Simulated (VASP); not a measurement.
An input for Ansatz (written as the equivalent of a VASP run, and not itself run):

Ansatz 0.2 input:
```yaml
crystal:
  lattice:
    - [3.7588700, 0.0000000, 0.0000000]
    - [0.0000000, 3.7588700, 0.0000000]
    - [0.0000000, 0.0000000, 3.7588700]
  atoms:
    - { symbol: Tc, position: [0.0000000, 0.5000000, 0.5000000] }
    - { symbol: Tc, position: [0.5000000, 0.5000000, 0.0000000] }
    - { symbol: Tc, position: [0.5000000, 0.0000000, 0.5000000] }
    - { symbol: Li, position: [0.0000000, 0.0000000, 0.0000000] }
kpoints:
  mp_grid: { grid: [7, 7, 7] }
hamiltonian:
  xc: pbesol
  pseudopotentials: { kind: paw }
scf:
  occupations: { method: gaussian, width: 0.1 }
  max_iter: 100
output: { forces: true, stress: true, eigenvalues: true }
```

Q: Translate this input to VASP (INCAR, KPOINTS, POSCAR, choice of POTCAR).

A: Several could match; the one computed here: 
**POSCAR**
```
LiTc3
1
    3.7588700000     0.0000000000     0.0000000000
    0.0000000000     3.7588700000     0.0000000000
    0.0000000000     0.0000000000     3.7588700000
Tc Li
3 1
Direct
  0.0000000000   0.5000000000   0.5000000000
  0.5000000000   0.5000000000   0.0000000000
  0.5000000000   0.0000000000   0.5000000000
  0.0000000000   0.0000000000   0.0000000000
```

### KPOINTS
```
kpoints
0
Gamma
 7 7 7
```

**INCAR**
```
SYSTEM = LiTc3
PREC = Accurate; ENCUT = 400; LREAL = F
LASPH = T
EDIFF = 1E-6; NELM = 100; ALGO = Normal
LMAXMIX = 4
ISMEAR = 0; SIGMA = 0.1
GGA = PS
ISIF = 2
LWAVE = F; LCHARG = F
```

POTCAR, in this order: Tc_pv Li_sv (PBE.64 set). Program: vasp_std.

Limits of the translation: each code has its own PAW files, so the cut-off isn't converted (ENCUT is set for VASP's; basis.ecutwfc is left out, and Ansatz then takes the one that its files recommend); Ansatz stops its SCF on the density residual and VASP on the energy change (EDIFF).

The structure was generated: LiTc3 was put into an ordered model structure, which need not be its known phase. The cell was not relaxed at this level. The run is one of a series of settings (GGA = PS against the base run), some of them coarse on purpose.
